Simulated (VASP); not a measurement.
Consider the following.

```
CELL_PARAMETERS angstrom
      2.92111     0.00000     0.00000
      0.00000     2.92111     0.00000
      0.00000     0.00000     2.92111
ATOMIC_POSITIONS crystal
  Al 0.50000 0.50000 0.50000
  Ru 0.00000 0.00000 0.00000
```

Computed with revTPSS meta-GGA, VASP's PBE PAW potentials (set 64) (plane waves; VASP). Run with 520 eV cut-off, 12×12×12 Γ-centred mesh, first-order Methfessel-Paxton smearing of 0.10 eV, potentials Al Ru_pv.

**Question.** Predict the energy per atom (σ→0), pressure, band gap (on the k-mesh) with the smallest direct gap where there is one.

**Answer.** 
```yaml
band gap (on the k-mesh): none (metal, semimetal or under 0.01 eV)
energy per atom (σ→0): -117.4 kJ/mol of atoms
pressure: 15.43 GPa
```

The compound is RuAl in the CsCl type structure. This cell is one point of a volume scan, at 0.94 of the reference volume. The electron count is odd and the run is not spin-polarised, which forces a metal.
